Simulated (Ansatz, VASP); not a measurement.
**Ti2H2CO2 (Ti2C(OH)2 MXene monolayer) in two plane-wave programs**

One calculation is typed for both programs; each brings its own data sets. How far apart do they land? The structure shown is the start of the Ansatz relaxation below; VASP solves that cell, so the two are compared at the walk's first step.

Main program and level: Ansatz 0.2.0; plane waves, with VASP 6.6.1 beside it; single point at PBEsol with D3(BJ).

### Step 1. The starting structure

The cell holds 7 atoms: 2 H, 2 O, 2 Ti and 1 C. Its edges and angles: a = 3.100 Å, b = 3.100 Å, c = 44.203 Å, α = 90.0°, β = 90.0°, γ = 120.0°. Vacuum lies along c.

### Step 2. Ansatz: relaxation, PBEsol with D3(BJ)

Ansatz runs on its default PAW (the set named soft_2) files.

The two programs are compared at the cell with which this relaxation starts, whose forces are those of its first step.

input.yaml

```yaml
crystal:
  lattice:
    - [3.10024, 0.0, 0.0]
    - [-1.55012, 2.6848865978, 0.0]
    - [0.0, 0.0, 44.2030602264]
  atoms:
    - { symbol: H, position: [0.3333333333, 0.6666666667, 0.4253099198] }
    - { symbol: O, position: [0.3333333333, 0.6666666667, 0.4474803306] }
    - { symbol: Ti, position: [0.6666666667, 0.3333333333, 0.4723260765], spin: 1.0 }
    - { symbol: C, position: [0.0, 0.0, 0.5] }
    - { symbol: Ti, position: [0.3333333333, 0.6666666667, 0.5276739235], spin: 1.0 }
    - { symbol: O, position: [0.6666666667, 0.3333333333, 0.5525196694] }
    - { symbol: H, position: [0.6666666667, 0.3333333333, 0.5746900802] }
  periodic: [true, true, false]
magnetization:
  spin_polarized: true
kpoints:
  mp_grid: { grid: [12, 12, 1] }
hamiltonian:
  xc: pbesol
  dispersion: d3bj
scf:
  occupations: { method: fermi_dirac, width: 0.05 }
  convergence: { dr2_threshold: 1.0e-09 }
relax:
  f_tol: 0.004
  max_steps: 90
  cell: {}
output:
  write_potential: true
  write_density: true
  volumetric_format: npy
```

Launch:

```console
$ ansatz run input.yaml --threads 4 --pin off --max-ram 12288MiB --backend cpu --events-out ev --progress --plain --runs-dir out
```

Numbers of over 12 decimals in the logs are rounded to 6 here.

The log of the run:

```text
Warning: relax.cell: scf.convergence.dr2_threshold = 1e-9 eV is looser than the 2.53934526032e-10 eV advised for a relaxation that steers and ends on the stress (1e-10 eV for each atom of the cell: 7, times the square of relax.cell.stress_2d_tol = 0.05 N/m over 16.6 Å (the atoms' height at the walk's start and 5 Å past either face), 3.011e-2 GPa, over a crystal's default 0.05). What an SCF threshold leaves in a stress goes as its square root, and in the free energy as the threshold itself, and one threshold admits the most on a small cell: [figures from the program's tests cut] Set scf.convergence.dr2_threshold to 2.53934526032e-10 eV or tighter. [rest of the remark cut]
Engine: ansatz 0.2.0, aarch64-unknown-linux-gnu
Pseudopotentials: kind: paw
Pseudopotential: H, paw, valence charge 1, recommended cutoff 420 eV (normal), H.paw.azcp
Pseudopotential: O, paw, valence charge 6, recommended cutoff 420 eV (normal), O.paw.azcp
Pseudopotential: Ti, paw, valence charge 12, recommended cutoff 420 eV (normal), Ti.paw.azcp
Pseudopotential: C, paw, valence charge 4, recommended cutoff 420 eV (normal), C.paw.azcp
Functional definition: PBEsol
  exchange = pbesol_x
  correlation = pbesol_c
Crystal: 7 atoms, lattice volume = 367.937 Å³
Basis set: ecut = 420 eV, 7143 PW (Γ), exchange–correlation on 48×48×600 points (8 copies of the dense FFT grid, shifted against one another)
Bands: 29, of which v1, the nominal top of the filled ones, is band 21 counted from 1 (20 counted from 0)
Symmetry: 12 space group operations
Space group: P-3m1 (ITA 164), of the structure as read, at distance tolerance 7.2e-5 Å
Magnetic group: BNS 164.85 (UNI 1315), of the structure as read, at distance tolerance 7.2e-5 Å
k-points: 19 of 144
Non-local potential: H, projectors of the file, l = 0: 2, l = 1: 1
Non-local potential: O, projectors of the file, l = 0: 2, l = 1: 2, l = 2: 1
Non-local potential: Ti, projectors of the file, l = 0: 3, l = 1: 2, l = 2: 3, l = 3: 1
Non-local potential: C, projectors of the file, l = 0: 2, l = 1: 2, l = 2: 1
PAW form: soft (Blöchl's): semilocal exchange-correlation on the pseudo side does not see the compensation charge
PAW frozen core: O, regenerated for the run's functional, and the local potential with it (the file was generated under x = pbe(κ = 0.804, μ = 0.219515), c = pbe(β = 0.066725))
PAW frozen core: Ti, regenerated for the run's functional, and the local potential with it (the file was generated under x = pbe(κ = 0.804, μ = 0.219515), c = pbe(β = 0.066725))
PAW frozen core: C, regenerated for the run's functional, and the local potential with it (the file was generated under x = pbe(κ = 0.804, μ = 0.219515), c = pbe(β = 0.066725))
PAW one-centre angular grid: H, 110 points (default); XC on 64 Gauss nodes
PAW one-centre angular grid: O, 110 points (default); XC on 64 Gauss nodes
PAW one-centre angular grid: Ti, 590 points (default); XC on 64 Gauss nodes
PAW one-centre angular grid: C, 110 points (default); XC on 64 Gauss nodes
Initial density: superposition of atomic densities (neutral atoms: chi_scale 0, normalization atom)
Starting moments: Σ|m| = 2 μB on 2 of 7 sites
Initial wavefunctions: pseudopotential atomic-orbital guess
Functional: x = pbesol(κ = 0.804, μ = 0.123457), c = pbesol(β = 0.046)
SCF iter   1: F=—  HF=-6361.609709 eV  |F-HF|=—  |Δ(HF+E_count)|=         —  Δρ=3.91e-2 (↑3.91e-2 ↓3.25e-2)  dr2=3.12e1  dr2_m=3.93e-1  M=0.764 μB ∫|m|=0.912 μB  β_m=0.30  ethr=3.10e-3  ⟨swp⟩=15.9  Hψ=7874  notcnv=0
Mixer restart at iter 1: flushing history
preconditioner: auto → LDOS  [metal: Δε(μ)=0.040 eV  Ē_g=9.907 eV  σ=0.050 eV  W_gap=0.20  n_scr=26 (ndim 8)  ℏωp=9.1 eV  f_vac=0.789  D(μ)=1.40/eV (n_scr^D=10)]
spin=Collinear: LDOS preconditioning applied to the charge; magnetization (m = ρ↑ − ρ↓) channel mixes plain (no charge-response kernel on spin).
SCF iter   2: F=—  HF=-6353.956616 eV  |F-HF|=—  |Δ(HF+E_count)|=    7.65e0  Δρ=1.90e-2 (↑1.90e-2 ↓1.35e-2)  dr2=5.22e0  dr2_m=2.11e-1  M=0.689 μB ∫|m|=0.828 μB  β_m=0.39  ethr=3.10e-3  ⟨swp⟩=5.3  Hψ=3513  notcnv=0  defer=65
SCF iter   3: F=—  HF=-6353.522369 eV  |F-HF|=—  |Δ(HF+E_count)|=   4.34e-1  Δρ=1.14e-2 (↑1.14e-2 ↓6.35e-3)  dr2=5.09e0  dr2_m=8.55e-2  M=0.503 μB ∫|m|=0.643 μB  β_m=0.45  ethr=3.10e-3  ⟨swp⟩=6.9  Hψ=3032  notcnv=0  defer=70
[...]
eigensolver tolerance schedule: the retry pair's looser diagonalisation over-reported the residual by 3248.22 of it (diagonalisation noise at 0.37 of the residual, at the tolerance the schedule requests for it); recorded, not acted on — ethr = c·dr2/N_el stays at c = 1.0e-1
spin=Collinear: LDOS preconditioning applied to the charge; magnetization (m = ρ↑ − ρ↓) channel mixes plain (no charge-response kernel on spin).
SCF iter   2: F=—  HF=-6353.702902 eV  |F-HF|=—  |Δ(HF+E_count)|=   2.37e-5  Δρ=1.57e-6 (↑1.57e-6 ↓1.57e-6)  dr2=1.29e-8  dr2_m=4.76e-13  M=-0.000 μB ∫|m|=0.000 μB  β_m=0.52  ethr=7.96e-11  ⟨swp⟩=5.4  Hψ=3500  notcnv=0
SCF iter   3: F=—  HF=-6353.702902 eV  |F-HF|=—  |Δ(HF+E_count)|=   7.12e-9  Δρ=6.80e-7 (↑6.79e-7 ↓6.80e-7)  dr2=1.40e-9  dr2_m=2.89e-13  M=-0.000 μB ∫|m|=0.000 μB  β_m=0.59  ethr=3.07e-11  ⟨swp⟩=2.7  Hψ=1736  notcnv=0
SCF iter   4: F=-6353.702902 eV  HF=-6353.702902 eV  |F-HF|=4.96e-10  |Δ(HF+E_count)|=   2.13e-9  Δρ=9.00e-8 (↑9.00e-8 ↓8.76e-8)  dr2=1.55e-10  dr2_m=5.55e-14  M=-0.000 μB ∫|m|=0.000 μB  ethr=2.38e-12  ⟨swp⟩=12.8  Hψ=8418  notcnv=0
the starting moments were not kept: the SCF closed with an absolute magnetisation of 5.8e-6 μB, where they sum to 2 μB in size (2 sites). That is at most 0.1 of that sum. Measured as dr2_m measures the in/out step, that magnetisation stands 1.3e-12 eV from none, at or under the dr2_threshold of 1.0e-9 eV: it is no larger than a step whose dr2_m would equal this threshold.
SCF 9 converged in 4 iterations: F = -6353.702902 eV  dr2 = 1.55e-10
relax step   9: F+E_penalty+E_count = -6353.70290168 eV  Δ(F+E_penalty+E_count) = +5.609e-4 eV  max|allowed force component| = 2.962e-5 eV/Å  Δτ_max = 0.0000 Å  P = -0.008 N/m  Ω = 345.568 Å³  fix = [c, alpha, beta]  reactions: c -0.000 N/m  stress off target by 7.73e-3 N/m on what of the cell is left free  SCF on the basis re-selected at this cell (its energy is not comparable with the rows above)  (4 SCF iters)
basis re-selected at this cell: Δ(F+E_penalty+E_count) = +5.609e-4 eV, ΔP = -0.008 N/m vs the last step (what re-selecting the basis moved, of the pressure what is left beyond the Pulay correction that the steps carried, after the strain that the cell walked since its last selection, with what the two solves' SCF thresholds leave and, on support functions, any second-order correction that the steps lacked; it is no m [...]
WARN: The output density's exchange-correlation potential varies sharply where the density is thin. Do not read a vacuum level from v_tot or v_xc, or from such a field of the output density. On a cell that repeats whose density bears no net charge and no dipole along the vacuum's axis use v_es (v_loc + v_h of the components); under efield.dipole_correction with no amplitude use v_es + v_field, which holds any externa [...]
SCF converged after 4 iterations
Magnetization: -0.0000 μB (21.0000 up, 21.0000 down)
Absolute magnetization: 0.0000 μB (∫|ρ↑−ρ↓|, with the PAW one-centre terms)
Spin contamination: 0.0000 ħ² per cell (⟨S²⟩ above its minimum at these occupations)
Per-site moments (μB) at R_I (Å): [(-2.1022834506497998e-8, 0.402375), (-6.681219119386977e-8, 0.402375), (3.8134019535689804e-7, 0.858556), (-9.32332412311983e-8, 0.858556), (3.813401953326462e-7, 0.858556), (-6.681219120286322e-8, 0.402375), (-2.1022834496140608e-8, 0.402375)]
Free energy (F): -6353.702902 eV
Harris-Foulkes:  -6353.702902 eV  (|F-HF|=4.96e-10)
Internal energy: -6353.686941 eV  (E = F + TS)
E sigma→0 (E₀):  -6353.694921 eV
Entropy (-TS):   -0.015961 eV (-2.280 meV/atom)
Fermi energy:    -2.137536 eV
--- Per-component energies (eV) ---
  E_band       = -940.391830
  E_kinetic    = 1018.683406
  E_local      = -186538.619220  (includes V_loc(G=0)·N_el)
  E_nonlocal   = 142.472064
  E_hartree    = 92686.471662
  E_xc         = -407.556605
  E_vxc        = -516.439923  (∫ρ·V_xc dr)
  E_paw        = -2445.670528  (= ΣΔE_a)
  E_vpaw       = -419.436941  (= ΣTr[D̂ρ^β])
  E_aug_tail   = 0.002705  (compensation charges beyond the density's cutoff)
  E_ewald      = 89191.223929
  E_disp       = -1.064800  (pairwise vdW)
  E_core_change = 0.370445  (= ΣΔE_core)
  E_smearing   = -0.015961  (= −TS)
  E_closure    = -0.000000  (closes the sum)
  Σ components = -6353.702902   (vs F -6353.702902, Δ=0.00e0)
--- Forces (eV/Å), atoms counted from 1 ---
  atom   1  H      0.00000000     0.00000000    -0.00002962
  atom   2  O      0.00000000     0.00000000     0.00002951
  atom   3  Ti    -0.00000000    -0.00000000     0.00001832
  atom   4  C      0.00000000    -0.00000000     0.00000000
  atom   5  Ti    -0.00000000     0.00000000    -0.00001832
  atom   6  O      0.00000000    -0.00000000    -0.00002951
  atom   7  H      0.00000000    -0.00000000     0.00002962
  max |Σ_I F_I| component: 3.70e-17 eV/Å
--- 2D stress c σ (N/m, compression-positive) ---
       -0.007731      -0.000000      -0.000000
        0.000000      -0.007731      -0.000000
       -0.000000      -0.000000      -0.000000
  P = ½ c Tr σ = -0.0077 N/m
--- Band table (eV; the first three rows and the last of 38) ---
  k-point 0 ↑: bands = [... 17 lower, -6.4905, -4.3522, -4.3522, -2.5084, -2.1755, -2.0833, -2.0833, -1.9747, ... 4 higher]
  k-point 1 ↑: bands = [... 17 lower, -6.3061, -4.7357, -4.4667, -2.4304, -2.2275, -2.0793, -1.9305, -1.7565, ... 4 higher]
  k-point 2 ↑: bands = [... 17 lower, -6.0743, -5.5044, -4.6879, -2.7335, -2.0280, -1.8176, -1.5610, -1.2777, ... 4 higher]
  k-point 18 ↓: bands = [... 17 lower, -6.5758, -6.5758, -5.6320, -1.4056, -1.0152, -1.0152, -0.1003, -0.1003, ... 4 higher]
  the weakly bound empty levels are not read free of the cell's end (no_gap_told)
--- Relaxed structure (7 steps of the walk, 7 accepted, 2 SCFs on fresh bases) ---
  F+E_penalty+E_count = -6353.70290168 eV   max|allowed force component| = 2.962e-5 eV/Å   (the final SCF, on the basis selected at the relaxed cell)
  cell:  # Å, volume = 345.5678 Å³
    - [3.004520, 0.0, 0]
    - [-1.502260, 2.601991, 0]
    - [0, 0, 44.2030602264]
  atoms:
    - { symbol: H, position: [0.333333, 0.666667, 0.423613] }
    - { symbol: O, position: [0.333333, 0.666667, 0.445680] }
    - { symbol: Ti, position: [0.666667, 0.333333, 0.473979] }
    - { symbol: C, position: [0, 0, 0.5] }
    - { symbol: Ti, position: [0.333333, 0.666667, 0.526021] }
    - { symbol: O, position: [0.666667, 0.333333, 0.554320] }
    - { symbol: H, position: [0.666667, 0.333333, 0.576387] }
```

(Continued in part 2 of 2.)

[Lines on the potential files, build, host, timing and source positions are cut from VASP's logs without a mark.]

[Logs are printed without paths, hosts, clocks, repeated set-up lines and the standing remarks that a program may print on its own settings, such as how far it seeks lower states.]

[Hosts, paths, dates, database ids (printed as entryN), source tags and the programs' standing remarks are cut or masked in the printed files.]
